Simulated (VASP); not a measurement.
Given:

```
CELL_PARAMETERS angstrom
      0.00000     3.29056     3.29056
      3.29056     0.00000     3.29056
      3.29056     3.29056     0.00000
ATOMIC_POSITIONS crystal
  Hg 0.00000 0.00000 0.00000
  Te 0.25000 0.25000 0.25000
```

Calculation: PBEsol GGA, VASP's PBE PAW potentials (set 64) (plane waves; VASP 6.6.1). Numerical set-up: 520 eV cut-off, 10×10×10 Γ-centred mesh, first-order Methfessel-Paxton smearing of 0.10 eV, potentials Hg Te.

Problem. Give the stress tensor in GPa (positive for a compressed cell).

Solution. 
```
-1.18   0.00   0.00
 0.00  -1.18   0.00
 0.00   0.00  -1.18
```
The pressure is its mean diagonal, -1.18 GPa.

The compound is HgTe in the zinc blende structure. This cell is one point of a volume scan, at 1.03 of the reference volume.
